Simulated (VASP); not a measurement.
Computed with PBE GGA, VASP's PBE PAW potentials (set 64) (plane waves; VASP).

Input for VASP

**INCAR**
```
SYSTEM = CoSi2
PREC = Accurate
ENCUT = 400
EDIFF = 1E-6
NELM = 100
ALGO = Normal
LREAL = .FALSE.
LASPH = .TRUE.
ISMEAR = 1
SIGMA = 0.1
GGA = PE
LMAXMIX = 4
LWAVE = .FALSE.
LCHARG = .FALSE.
ISIF = 2
KSPACING = 0.8
KGAMMA = .TRUE.
```

File POSCAR:
```
CoSi2
1
    0.0000000000     2.6535740000     2.7119450000
    2.6229830000     0.0000000000     2.7119450000
    2.6229830000     2.6535740000     0.0000000000
Co Si
1 2
Direct
  0.0000000000   0.0000000000   0.0000000000
  0.2500000000   0.2500000000   0.2500000000
  0.7399360000   0.7600640000   0.7600640000
```

POTCAR, in this order: Co Si (PBE.64 set). Program: vasp_std.

What VASP printed:

File OUTCAR:
```
 ion  position               nearest neighbor table
   1  0.000  0.000  0.000-   3 2.28   3 2.28   2 2.31   2 2.31   2 2.31   2 2.31   3 2.34   3 2.34
  LATTYP: Found a face centered orthorhombic cell.
 ALAT       =     5.2459660000
 B/A-ratio  =     1.0116626757
 C/A-ratio  =     1.0339163464
 Subroutine PRICEL returns:
 Original cell was already a primitive cell.
 Subroutine GETGRP returns: Found  2 space group operations
The static configuration has the point symmetry C_2 .
The dynamic configuration has the point symmetry C_2 .
 Subroutine INISYM returns: Found  2 space group operations
 Subroutine IBZKPT returns following result:
 Found     10 irreducible k-points:

 Following reciprocal coordinates:
            Coordinates               Weight
  0.000000  0.000000  0.000000      1.000000
  0.333333 -0.000000 -0.000000      4.000000
 -0.000000  0.000000  0.333333      4.000000
  0.333333  0.333333  0.000000      2.000000
 -0.333333  0.333333  0.000000      4.000000
  0.333333  0.000000  0.333333      2.000000
 -0.333333  0.000000  0.333333      4.000000
  0.000000  0.333333  0.333333      2.000000
...
```

**OSZICAR**
```
       N       E                     dE             d eps       ncg     rms          rms(c)
DAV:   1     0.653547492950E+02    0.65355E+02   -0.60344E+03   240   0.111E+03
DAV:   2    -0.166200734952E+02   -0.81975E+02   -0.76511E+02   240   0.235E+02
DAV:   3    -0.204356983867E+02   -0.38156E+01   -0.36251E+01   316   0.602E+01
DAV:   4    -0.205251602261E+02   -0.89462E-01   -0.89352E-01   288   0.898E+00
DAV:   5    -0.205276643707E+02   -0.25041E-02   -0.25034E-02   340   0.157E+00    0.146E+01
DAV:   6    -0.238203123762E+02   -0.32926E+01   -0.36011E+01   268   0.134E+02    0.183E+01
DAV:   7    -0.191209430481E+02    0.46994E+01   -0.17116E+01   304   0.106E+02    0.374E+00
DAV:   8    -0.191532801590E+02   -0.32337E-01   -0.11683E+00   288   0.854E+00    0.201E+00
DAV:   9    -0.191113725591E+02    0.41908E-01   -0.10170E-01   304   0.720E+00    0.571E-01
DAV:  10    -0.191112723835E+02    0.10018E-03   -0.74001E-03   332   0.744E-01    0.114E-01
DAV:  11    -0.191112527609E+02    0.19623E-04   -0.21630E-04   360   0.230E-01    0.519E-02
DAV:  12    -0.191112742481E+02   -0.21487E-04   -0.43171E-05   308   0.779E-02    0.134E-02
DAV:  13    -0.191112778425E+02   -0.35944E-05   -0.79064E-06   304   0.252E-02    0.460E-03
DAV:  14    -0.191112780055E+02   -0.16300E-06   -0.17097E-07   216   0.489E-03
   1 F= -.19111278E+02 E0= -.19109740E+02  d E =-.461369E-02
```

### OUTCAR
```
------------------------ aborting loop because EDIFF is reached ----------------------------------------
  FORCE on cell =-STRESS in cart. coord.  units (eV):
  Direction    XX          YY          ZZ          XY          YZ          ZX
  --------------------------------------------------------------------------------------
  Total        0.8713139      0.4315978      0.9338571      0.0000000      1.0970534      0.0000000
  in kB       36.9783603     18.3169115     39.6326817      0.0000000     46.5586946      0.0000000
  external PRESSURE =      31.6426511 kB  Pullay stress =       0.0000000 kB
  volume of cell :       37.75
      direct lattice vectors                 reciprocal lattice vectors
     0.000000000  2.653574000  2.711945000    -0.190622661  0.188425120  0.184369521
     2.622983000  0.000000000  2.711945000     0.190622661 -0.188425120  0.184369521
     2.622983000  2.653574000  0.000000000     0.190622661  0.188425120 -0.184369521
 POSITION                                       TOTAL-FORCE (eV/Angst)
 -----------------------------------------------------------------------------------
      0.00000      0.00000      0.00000         0.337269      0.000000      0.000000
      1.31149      1.32679      1.35597        -0.285587      0.000000     -0.000000
      3.98727      3.98036      4.06792        -0.051682      0.000000     -0.000000
 -----------------------------------------------------------------------------------
    total drift:                               -0.000022     -0.000000      0.000001
  FREE ENERGIE OF THE ION-ELECTRON SYSTEM (eV)
  ---------------------------------------------------
  free  energy   TOTEN  =       -19.1112780055 eV

  energy  without entropy=      -19.1066643118  energy(sigma->0) =      -19.10974011
```
(Selected blocks of OUTCAR.)

The compound is CoSi2 in the fluorite structure. The cell was not relaxed at this level, atoms are displaced from their ideal sites. The run is one of a series of settings (KGAMMA = .TRUE., KSPACING = 0.8, KPOINTS file removed against the base run), some of them coarse on purpose. The run is not spin-polarised, so no magnetic state was tried. The electron count is odd and the run is not spin-polarised, which forces a metal.
